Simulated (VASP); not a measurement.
Energy against volume of Pd (fcc). Method: vdW-DF2, VASP's PBE PAW potentials (set 64) (plane waves; VASP 6.6.1). Numerical set-up: 520 eV cut-off, 15×15×15 Γ-centred mesh, first-order Methfessel-Paxton smearing of 0.10 eV, potentials Pd.

```json
[
 {"V (Å³/atom)": "15.967", "E (eV/atom)": "-1.62969"},
 {"V (Å³/atom)": "16.476", "E (eV/atom)": "-1.64894"},
 {"V (Å³/atom)": "16.986", "E (eV/atom)": "-1.65416"},
 {"V (Å³/atom)": "17.495", "E (eV/atom)": "-1.64785"}
]
```

Fit these four points and predict the energy of the run at 18.005 Å³/atom.

A cubic in V^(−2/3), the third-order Birch-Murnaghan form, passes through the four points with V0 = 16.94 Å³/atom and B0 = 122 GPa, and gives -1.6321 eV/atom there. The run gave -1.6320 eV/atom, +0.0 meV/atom from the fit; all five points give B0 = 122 GPa.

The compound is Pd in the fcc structure. It was relaxed first, which changed the volume by +15 %.
